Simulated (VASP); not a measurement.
An input for Ansatz (written as the equivalent of a VASP run, and not itself run):

Ansatz 0.2 input:
```yaml
crystal:
  lattice:
    - [0.0000000, 2.3236477, 2.3236477]
    - [2.3236477, 0.0000000, 2.3236477]
    - [2.3236477, 2.3236477, 0.0000000]
  atoms:
    - { symbol: Hf, position: [0.0000000, 0.0000000, 0.0000000] }
    - { symbol: C, position: [0.5000000, 0.5000000, 0.5000000] }
kpoints:
  mp_grid: { grid: [14, 14, 14] }
hamiltonian:
  xc: pbe
  pseudopotentials: { kind: paw }
scf:
  occupations: { method: methfessel_paxton, width: 0.1 }
  max_iter: 100
output: { forces: true, stress: true, eigenvalues: true }
```

**Question.** Translate this input to VASP (INCAR, KPOINTS, POSCAR, choice of POTCAR).

**Answer.** This is not unique; one that fits is 
### KPOINTS
```
Automatic mesh
0
G
 14 14 14
```

**POSCAR**
```
HfC
1
    0.0000000000     2.3236476523     2.3236476523
    2.3236476523     0.0000000000     2.3236476523
    2.3236476523     2.3236476523     0.0000000000
Hf C
1 1
Direct
  0.0000000000   0.0000000000   0.0000000000
  0.5000000000   0.5000000000   0.5000000000
```

**INCAR**
```
LREAL = F   ! projection in real space or not
ENCUT = 520   ! plane-wave cut-off (eV)
SIGMA = 0.1
PREC = Accurate
LCHARG = F
EDIFF = 1E-7   ! SCF stop (eV)
ISIF = 2   ! forces and stress, cell fixed
SYSTEM = HfC
GGA = PE   ! PBE
NELM = 100   ! most electronic steps
ISMEAR = 1   ! Methfessel-Paxton
ALGO = Normal   ! blocked Davidson
LWAVE = F
LMAXMIX = 6   ! l cut-off of mixed one-centre charges
LASPH = T   ! aspherical one-centre terms
```

POTCAR, in this order: Hf_pv C (PBE.64 set). Program: vasp_std.

Limits of the translation: each code has its own PAW files, so the cut-off isn't converted (ENCUT is set for VASP's; basis.ecutwfc is left out, and Ansatz then takes the one that its files recommend); Ansatz stops its SCF on the density residual and VASP on the energy change (EDIFF).

The compound is HfC in the rock salt structure. It was relaxed first.
